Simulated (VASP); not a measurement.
A convergence study with VASP on CdS (zinc blende): one setting is varied, all else stays as given below, so the limit is that of these other settings. Each run relaxes cell and ions from the cell shown.

```xyz
2
Lattice="0.0000 2.9100 2.9100 2.9100 0.0000 2.9100 2.9100 2.9100 0.0000" Properties=species:S:1:pos:R:3 pbc="T T T"
Cd     0.0000     0.0000     0.0000
S      1.4550     1.4550     1.4550
```

Level of theory: PBEsol GGA, VASP's PBE PAW potentials (set 64) (plane waves; VASP). The tightest run used: 550 eV cut-off, 12×12×12 Γ-centred mesh, Gaussian smearing of 0.050 eV, potentials Cd S.

Gaps are read on the run's mesh, which can miss a band edge.

| setting | relaxed volume (Å³/atom) | E (eV/atom) | gap on the mesh (eV) | irreducible k-points |
|---|---|---|---|---|
| 2×2×2 mesh | 26.309 | -2.9240 | 0.709 | 3 |
| 3×3×3 mesh | 25.160 | -3.3223 | 0.934 | 4 |
| 4×4×4 mesh | 24.922 | -3.3885 | 0.986 | 8 |

Problem. These are the cheaper rows. Estimate the results at 12×12×12 mesh, and how far the last row shown lies from them.

Solution. 
```
quantity                  tightest run  last row shown is off by
------------------------  ------------  ------------------------
relaxed volume (Å³/atom)        24.851                     0.070
E (eV/atom)                    -3.4069                    0.0185
gap on the mesh (eV)             1.005                    -0.019
```

Left out are rungs that failed or repeat a setting and relaxations that didn't move; long series are thinned to 24 rows.

The compound is CdS in the zinc blende structure, a metastable form; wurtzite is the usual one.
